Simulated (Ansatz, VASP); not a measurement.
## V2O5: VASP beside Ansatz

Aim: how closely do two programs agree when they are given the same cell, functional and k mesh? The cell is taken from a series of runs on this material, whose earlier steps may have relaxed, scaled, displaced or heated it; both programs get it as it stands.

Program: Ansatz 0.2.0. Level of theory: plane waves, with VASP 6.6.1 beside it; LDA. Results are calculated unless marked as measured.

**1. Starting point**

The structure is orthorhombic, space group Pmmn (No. 59). Conventional cell: a = 3.564 Å, b = 11.512 Å, c = 4.368 Å, α = 90.00°, β = 90.00°, γ = 90.00°. Nearest to V lie 5 O at 1.58 to 2.02 Å. O has 1 V at 1.58 Å nearest. Nearest to O lie 3 V at 1.88 to 2.02 Å. O has 2 V at 1.78 Å nearest. Farther neighbours and most contacts between anions are not listed.

Structure file:

```cif
data_structure
_symmetry_space_group_name_H-M 'Pmmn:1'
_symmetry_Int_Tables_number 59
_cell_length_a 3.5640
_cell_length_b 11.5120
_cell_length_c 4.3680
_cell_angle_alpha 90.000
_cell_angle_beta 90.000
_cell_angle_gamma 90.000
_cell_volume 179.21
loop_
_atom_site_label
_atom_site_type_symbol
_atom_site_symmetry_multiplicity
_atom_site_Wyckoff_symbol
_atom_site_fract_x
_atom_site_fract_y
_atom_site_fract_z
_atom_site_occupancy
V1 V 4 e 0.00000 0.85118 0.10830 1
O1 O 4 e 0.00000 0.85430 0.46900 1
O2 O 4 e 0.00000 0.68110 0.99700 1
O3 O 2 a 0.00000 0.00000 0.99900 1
```

**2. VASP: dielectric response, LDA**

The response to a field tests empty states and converges slowly with the mesh.

Lines of VASP's logs that name or quote its potential files are left out, and so is its time.

The input, INCAR:

```
SYSTEM = V2O5
PREC = Accurate
ENCUT = 520
EDIFF = 1E-08
NELM = 120
ISMEAR = 0
SIGMA = 0.01
LREAL = .FALSE.
ALGO = Normal
GGA = PW92
NBANDS = 70
LASPH = .TRUE.
LORBIT = 11
LWAVE = .FALSE.
LCHARG = .FALSE.
ISIF = 2
LEPSILON = .TRUE.
GGA_COMPAT = .FALSE.
EFERMI = MIDGAP
KPAR = 4
```

The input, POSCAR:

```
V2O5
1.0
    3.5640000000      0.0000000000      0.0000000000
    0.0000000000     11.5120000000      0.0000000000
    0.0000000000      0.0000000000      4.3680000000
V O
4 10
Direct
    0.0000000000      0.8511800000      0.1083000000
    0.0000000000      0.1488200000      0.1083000000
    0.5000000000      0.3511800000      0.8917000000
    0.5000000000      0.6488200000      0.8917000000
    0.0000000000      0.8543000000      0.4690000000
    0.0000000000      0.1457000000      0.4690000000
    0.5000000000      0.3543000000      0.5310000000
    0.5000000000      0.6457000000      0.5310000000
    0.0000000000      0.6811000000      0.9970000000
    0.0000000000      0.3189000000      0.9970000000
    0.5000000000      0.1811000000      0.0030000000
    0.5000000000      0.8189000000      0.0030000000
    0.0000000000      0.0000000000      0.9990000000
    0.5000000000      0.5000000000      0.0010000000
```

The input, KPOINTS:

```
Automatic mesh
0
Gamma
6 2 6
0 0 0
```

Potentials, in the order of the species: V_sv and O (LDA family, release 64).

On the command line:

```console
$ mpirun -np 4 vasp_std
```

Numbers of over 12 decimals in the logs are rounded to 6 here.

The program printed:

```text
[banner, memory and clock lines left out]
running    4 mpi-ranks, on    1 nodes
 distrk:  each k-point on    1 cores,    4 groups
 distr:  one band on    1 cores,    1 groups

 POSCAR found type information on POSCAR V O
 POSCAR found :  2 types and      14 ions
|                                                                             |
|               ----> ADVICE to this user running VASP <----                  |
|                                                                             |
|     You enforced a specific xc type in the INCAR file but a different       |
|     [... a line on the potential file left out ...]
|     I HOPE YOU KNOW WHAT YOU ARE DOING!                                     |
|                                                                             |

 LDA part: xc-table for (Slater(with rela. corr.)+PW92), standard interpolation
 POSCAR, INCAR and KPOINTS ok, starting setup
 FFT: planning ... GRIDC
 FFT: planning ... GRID_SOFT
 FFT: planning ... GRID
 WAVECAR not read
 entering main loop
       N       E                     dE             d eps       ncg     rms          rms(c)
DAV:   1     0.149989020764E+04    0.14999E+04   -0.63887E+04  4608   0.166E+03
DAV:   2     0.311039054725E+02   -0.14688E+04   -0.13937E+04  4712   0.505E+02
DAV:   3    -0.164699801088E+03   -0.19580E+03   -0.19289E+03  5026   0.177E+02
DAV:   4    -0.170166330478E+03   -0.54665E+01   -0.54534E+01  5376   0.321E+01
DAV:   5    -0.170258565501E+03   -0.92235E-01   -0.92140E-01  5300   0.439E+00    0.964E+01
DAV:   6    -0.158822639233E+03    0.11436E+02   -0.35777E+02  5812   0.112E+02    0.659E+01
DAV:   7    -0.154664149736E+03    0.41585E+01   -0.46916E+02  5542   0.147E+02    0.570E+01
DAV:   8    -0.137754312357E+03    0.16910E+02   -0.36078E+01  4852   0.355E+01    0.258E+01
DAV:   9    -0.129422476674E+03    0.83318E+01   -0.14136E+01  6210   0.221E+01    0.845E+00
DAV:  10    -0.128713066094E+03    0.70941E+00   -0.21407E+00  5706   0.724E+00    0.479E+00
DAV:  11    -0.128402563948E+03    0.31050E+00   -0.11454E+00  5556   0.663E+00    0.401E+00
DAV:  12    -0.128417410968E+03   -0.14847E-01   -0.52154E-01  6020   0.537E+00    0.287E+00
DAV:  13    -0.128347144168E+03    0.70267E-01   -0.15874E-01  5100   0.311E+00    0.108E+00
DAV:  14    -0.128329258398E+03    0.17886E-01   -0.38651E-02  5420   0.118E+00    0.423E-01
DAV:  15    -0.128328933300E+03    0.32510E-03   -0.96057E-03  5202   0.440E-01    0.399E-01
DAV:  16    -0.128327022520E+03    0.19108E-02   -0.10328E-02  5670   0.759E-01    0.195E-01
DAV:  17    -0.128326744851E+03    0.27767E-03   -0.16263E-03  5450   0.306E-01    0.589E-02
DAV:  18    -0.128326725944E+03    0.18907E-04   -0.84563E-05  5594   0.707E-02    0.115E-02
DAV:  19    -0.128326728676E+03   -0.27325E-05   -0.22160E-05  5738   0.387E-02    0.205E-02
DAV:  20    -0.128326725015E+03    0.36612E-05   -0.73132E-06  5466   0.205E-02    0.445E-03
DAV:  21    -0.128326725052E+03   -0.37508E-07   -0.14591E-06  6000   0.659E-03    0.284E-03
DAV:  22    -0.128326725048E+03    0.45329E-08   -0.67491E-07  5800   0.584E-03    0.270E-03
DAV:  23    -0.128326724997E+03    0.50886E-07   -0.12974E-07  5178   0.261E-03    0.453E-04
DAV:  24    -0.128326724996E+03    0.98589E-09   -0.60318E-09  2852   0.406E-04
   1 F= -.12832672E+03 E0= -.12832672E+03  d E =0.000000E+00
 Linear response reoptimize wavefunctions to high precision
DAV:   1    -0.128326724996E+03    0.35834E-09   -0.37079E-09  2692   0.282E-04
DAV:   2    -0.128326724996E+03   -0.12551E-09   -0.94631E-10  2546   0.156E-04
DAV:   3    -0.128326724996E+03    0.10368E-09   -0.20610E-10  2516   0.578E-05
 Linear response G [H, r] |phi>, progress :
  Direction:   1
       N       E                     dE             d eps       ncg     rms
RMM:   1    -0.535930841926E+03   -0.53593E+03   -0.84071E+03  6695   0.633E+02
RMM:   2    -0.521910924524E+03    0.14020E+02   -0.15766E+02  6917   0.488E+01
RMM:   3    -0.523117037889E+03   -0.12061E+01   -0.22567E+01  8203   0.144E+01
RMM:   4    -0.523244057218E+03   -0.12702E+00   -0.17629E+00  8694   0.373E+00
RMM:   5    -0.523247269492E+03   -0.32123E-02   -0.11756E-01  8706   0.119E+00
RMM:   6    -0.523249147888E+03   -0.18784E-02   -0.15161E-02  8728   0.406E-01
RMM:   7    -0.523249344584E+03   -0.19670E-03   -0.11468E-03  8723   0.879E-02
RMM:   8    -0.523249353532E+03   -0.89473E-05   -0.15639E-04  8900   0.272E-02
RMM:   9    -0.523249354975E+03   -0.14432E-05    0.16841E-04  8805   0.908E-03
RMM:  10    -0.523249353927E+03    0.10476E-05    0.15751E-04  8453   0.398E-03
RMM:  11    -0.523249353891E+03    0.36154E-07    0.19078E-05  7807   0.221E-03
RMM:  12    -0.523249353009E+03    0.88217E-06   -0.10146E-04  7216   0.156E-03
RMM:  13    -0.523249352106E+03    0.90275E-06    0.27963E-05  6342   0.136E-03
[...]
RMM:  10    -0.533494849246E+03    0.62751E-06   -0.45674E-04  8719   0.587E-03
RMM:  11    -0.533494850032E+03   -0.78651E-06    0.14108E-05  8282   0.330E-03
RMM:  12    -0.533494850169E+03   -0.13643E-06    0.38658E-05  7769   0.240E-03
RMM:  13    -0.533494850450E+03   -0.28177E-06   -0.17641E-05  7289   0.212E-03
RMM:  14    -0.533494850105E+03    0.34541E-06   -0.44575E-05  6732   0.204E-03
RMM:  15    -0.533494849598E+03    0.50696E-06    0.12723E-05  6390   0.201E-03
[...]
RMM:   7    -0.270262325459E+01   -0.20327E-06   -0.23588E-06  8125   0.294E-03
RMM:   8    -0.270262326761E+01   -0.13027E-07   -0.32873E-07  7672   0.945E-04
RMM:   9    -0.270262326958E+01   -0.19645E-08   -0.13199E-07  6514   0.368E-04
RMM:  10    -0.270262327101E+01   -0.14354E-08   -0.10227E-07  5157   0.199E-04
RMM:  11    -0.270262327036E+01    0.65461E-09    0.87671E-08  4385   0.134E-04
 change of polarisation eV/A/(eV/A) component  3 :    -0.045    -0.000     5.405
 dielectric tensor                  component  3 :    -0.046    -0.000     6.458
 Linear response to external field, progress :
  Direction:   1
       N       E                     dE             d eps       ncg     rms          rms(c)
RMM:   1    -0.262855606734E+01   -0.26286E+01   -0.13089E+01  8748   0.976E+00
RMM:   2    -0.265446705880E+01   -0.25911E-01   -0.19095E-01  6399   0.181E+00    0.233E+00
RMM:   3    -0.259630631976E+01    0.58161E-01   -0.11230E-01  6794   0.133E+00    0.126E+00
RMM:   4    -0.262207354752E+01   -0.25767E-01   -0.57932E-02  7292   0.112E+00    0.241E-01
RMM:   5    -0.263495397775E+01   -0.12880E-01   -0.47060E-03  7808   0.337E-01    0.571E-02
RMM:   6    -0.263477628166E+01    0.17770E-03   -0.63537E-04  7998   0.127E-01    0.494E-02
RMM:   7    -0.263477670067E+01   -0.41900E-06    0.18577E-04  7295   0.413E-02    0.219E-02
RMM:   8    -0.263533541104E+01   -0.55871E-03   -0.14224E-04  7325   0.185E-02    0.547E-03
RMM:   9    -0.263561946400E+01   -0.28405E-03    0.42067E-05  7376   0.696E-03    0.266E-03
RMM:  10    -0.263571029224E+01   -0.90828E-04    0.15522E-06  7930   0.315E-03    0.101E-03
RMM:  11    -0.263572069678E+01   -0.10405E-04   -0.46048E-06  8041   0.948E-04    0.306E-04
RMM:  12    -0.263572185712E+01   -0.11603E-05    0.28128E-07  8165   0.362E-04    0.174E-04
RMM:  13    -0.263572374374E+01   -0.18866E-05    0.51140E-07  7211   0.189E-04    0.829E-05
RMM:  14    -0.263572437597E+01   -0.63223E-06   -0.12299E-07  6580   0.110E-04    0.226E-05
RMM:  15    -0.263572445818E+01   -0.82206E-07    0.87727E-08  5055   0.772E-05    0.112E-05
RMM:  16    -0.263572452579E+01   -0.67614E-07    0.18915E-07  3614   0.640E-05    0.475E-06
 change of polarisation eV/A/(eV/A) component  1 :     5.099     0.000    -0.046
 dielectric tensor                  component  1 :     6.148     0.000    -0.046
 Linear response to external field, progress :
  Direction:   2
       N       E                     dE             d eps       ncg     rms          rms(c)
RMM:   1    -0.293837699891E+01   -0.29384E+01   -0.15023E+01  8819   0.993E+00
RMM:   2    -0.299812264097E+01   -0.59746E-01   -0.17909E-01  6207   0.183E+00    0.308E+00
RMM:   3    -0.290117132836E+01    0.96951E-01   -0.38729E-01  6626   0.346E+00    0.363E+00
RMM:   4    -0.286068607652E+01    0.40485E-01   -0.14274E-01  6849   0.172E+00    0.122E+00
RMM:   5    -0.287825765085E+01   -0.17572E-01   -0.28628E-02  7455   0.900E-01    0.466E-01
RMM:   6    -0.289833135951E+01   -0.20074E-01   -0.84269E-03  7984   0.466E-01    0.231E-01
RMM:   7    -0.290331816286E+01   -0.49868E-02   -0.12269E-03  7568   0.151E-01    0.663E-02
RMM:   8    -0.290596413239E+01   -0.26460E-02   -0.34616E-04  7533   0.633E-02    0.258E-02
RMM:   9    -0.290614081990E+01   -0.17669E-03   -0.17743E-04  7460   0.238E-02    0.852E-03
RMM:  10    -0.290621175723E+01   -0.70937E-04   -0.97997E-05  7841   0.958E-03    0.611E-03
RMM:  11    -0.290628725769E+01   -0.75500E-04   -0.34219E-05  7471   0.493E-03    0.181E-03
RMM:  12    -0.290631930445E+01   -0.32047E-04   -0.22089E-05  7858   0.233E-03    0.898E-04
RMM:  13    -0.290632153771E+01   -0.22333E-05   -0.71225E-06  7672   0.738E-04    0.334E-04
RMM:  14    -0.290632453767E+01   -0.30000E-05   -0.15662E-06  8106   0.375E-04    0.133E-04
RMM:  15    -0.290632578834E+01   -0.12507E-05   -0.19368E-06  7550   0.154E-04    0.558E-05
RMM:  16    -0.290632599682E+01   -0.20849E-06   -0.25553E-06  6378   0.107E-04    0.171E-05
RMM:  17    -0.290632579852E+01    0.19831E-06    0.28018E-07  3844   0.755E-05    0.110E-05
RMM:  18    -0.290632590489E+01   -0.10637E-06   -0.65999E-09  3547   0.740E-05    0.391E-06
 change of polarisation eV/A/(eV/A) component  2 :     0.000     5.613    -0.000
 dielectric tensor                  component  2 :     0.000     6.667    -0.000
 Linear response to external field, progress :
  Direction:   3
       N       E                     dE             d eps       ncg     rms          rms(c)
RMM:   1    -0.267187498499E+01   -0.26719E+01   -0.11535E+01  8325   0.960E+00
RMM:   2    -0.269844021184E+01   -0.26565E-01   -0.22977E-01  6917   0.180E+00    0.876E+00
RMM:   3    -0.386432336347E+01   -0.11659E+01   -0.19817E+01  9599   0.133E+01    0.161E+01
RMM:   4    -0.148965720245E+01    0.23747E+01   -0.41530E+00  7373   0.824E+00    0.227E+00
RMM:   5    -0.148417708286E+01    0.54801E-02   -0.61915E-01  7102   0.233E+00    0.122E+00
RMM:   6    -0.149771287793E+01   -0.13536E-01   -0.15644E-01  7611   0.114E+00    0.463E-01
RMM:   7    -0.149875145831E+01   -0.10386E-02   -0.28744E-02  8001   0.414E-01    0.259E-01
RMM:   8    -0.150042955856E+01   -0.16781E-02   -0.69702E-03  7772   0.162E-01    0.206E-01
RMM:   9    -0.150138043105E+01   -0.95087E-03   -0.93295E-03  7575   0.110E-01    0.705E-02
RMM:  10    -0.150022772250E+01    0.11527E-02    0.65151E-04  7425   0.592E-02    0.272E-02
RMM:  11    -0.150026701522E+01   -0.39293E-04   -0.10140E-03  7605   0.306E-02    0.142E-02
RMM:  12    -0.150041715690E+01   -0.15014E-03   -0.25161E-03  7538   0.125E-02    0.488E-03
RMM:  13    -0.150012104275E+01    0.29611E-03    0.37914E-04  8411   0.509E-03    0.204E-03
RMM:  14    -0.150014046009E+01   -0.19417E-04   -0.22971E-04  8027   0.243E-03    0.810E-04
RMM:  15    -0.150010231379E+01    0.38146E-04    0.42596E-06  7871   0.826E-04    0.495E-04
RMM:  16    -0.150010722227E+01   -0.49085E-05   -0.88203E-05  7791   0.405E-04    0.261E-04
RMM:  17    -0.150010048140E+01    0.67409E-05   -0.31418E-05  7888   0.247E-04    0.682E-05
RMM:  18    -0.150010041047E+01    0.70931E-07   -0.41507E-05  6606   0.113E-04    0.392E-05
RMM:  19    -0.150010026888E+01    0.14159E-06   -0.32833E-05  4928   0.859E-05    0.133E-05
RMM:  20    -0.150010080700E+01   -0.53812E-06   -0.42174E-05  4034   0.789E-05    0.530E-06
 change of polarisation eV/A/(eV/A) component  3 :    -0.033    -0.000     2.849
 dielectric tensor                  component  3 :    -0.033    -0.000     3.877
 Born effective charges drift removed
```

[end of part 1 of 2]

[Lines on the potential files, build, host, timing and source positions are cut from VASP's logs without a mark.]

[Logs are printed without paths, hosts, clocks, repeated set-up lines and the standing remarks that a program may print on its own settings, such as how far it seeks lower states.]

[Hosts, paths, dates, database ids (printed as entryN), source tags and the programs' standing remarks are cut or masked in the printed files.]
